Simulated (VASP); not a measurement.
Method: PBE GGA, VASP's PBE PAW potentials (set 64) (plane waves; VASP 6.6.1).

VASP input:

### POSCAR
```
BaZrO3
1.0
  4.1527377949   0.0000000000   0.0000000000
  0.0000000000   4.1527377949   0.0000000000
  0.0000000000   0.0000000000   4.1527377949
Ba Zr O
1 1 3
Cart
  0.0000000000   0.0000000000   0.0000000000
  2.0763688975   2.0763688975   2.0763688975
  2.0763688975   0.0000000000   2.0763688975
  0.0000000000   2.0763688975   2.0763688975
  2.0763688975   2.0763688975   0.0000000000
```

### INCAR
```
LASPH=.True.   ! aspherical one-centre terms
EDIFF=1E-6   ! SCF stop (eV)
LCHARG=.False.
ISMEAR=0
LMAXMIX=4   ! l cut-off of mixed one-centre charges
LWAVE=.False.
SIGMA=0.05   ! width (eV)
NELM=100   ! most electronic steps
SYSTEM=BaZrO3
ENCUT=620
PSTRESS=200
LREAL=.False.
ISIF=3   ! ions, shape and volume
PREC=Accurate
ALGO=Normal   ! blocked Davidson
GGA=PE   ! PBE
NSW=40
IBRION=2
EDIFFG=-0.02   ! ionic stop
```

KPOINTS:
```
Automatic mesh
0
Gamma
6 6 6
0 0 0
```

POTCAR, in this order: Ba_sv Zr_sv O (PBE.64 set). Program: vasp_std.

Q: What will the output report for the number of irreducible k-points (NKPTS), largest plane-wave count, number of space-group operations, FFT grid (NGX, NGY, NGZ)?

A: 
```yaml
number of irreducible k-points (NKPTS): 20
largest_plane_wave_count: 2528
number_of_space_group_operations: 48
FFT grid (NGX, NGY, NGZ): 36 × 36 × 36
```

The compound is BaZrO3 in the cubic perovskite structure. This run relaxes it under an external pressure of 20 GPa. Symmetry was kept, so distortions that lower it aren't found.
